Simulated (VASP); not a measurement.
GW runs with VASP on CaSe (rock salt), on PBE orbitals with a Kohn-Sham gap of 2.03 eV on the mesh.

CaSe is taken in the cubic space group Fm-3m (No. 225), the rock salt structure, Pearson symbol cF8. Cell: a = b = c = 5.920 Å, α = β = γ = 90.00°. Ca on 4a sees 6 Se at 2.960 Å (octahedral). Se on 4b has 6 Ca at 2.960 Å (octahedral). (Neighbours: up to the widest gap in distance over summed covalent radii, below 1.35, at either atom; cation-cation and far metal-metal contacts left out.)
(The calculation used a cell of 2 atoms; values per cell refer to that cell.)

Run with PREC = Normal, 500 eV cut-off, 4×4×4 Γ-centred mesh, Gaussian smearing of 0.010 eV, potentials Ca_sv_GW Se_GW.

The mesh is coarse and the basis finite, so the quasiparticle values are not converged.

| run | level | NBANDS | ENCUTGW (eV) | QP gap (eV) | smallest direct QP gap (eV) |
|---|---|---|---|---|---|
| run 1 | G0W0@PBE, 1 step(s) | 64 | 150 | 3.57 | 4.51 |
| run 2 | G0W0@PBE, 1 step(s) | 160 | 200 | 3.70 | 4.64 |
| run 3 | evGW0@PBE, 4 step(s) | 160 | 200 | [?] | [?] |

**Question.** Some entries are withheld; supply them.

**Answer.** 
- run 3, QP gap (eV): 4.07
- run 3, smallest direct QP gap (eV): 4.93

Left out are failed runs and those that VASP or the mesh makes unfit.

The compound is CaSe in the rock salt structure. The cell was not relaxed at this level.
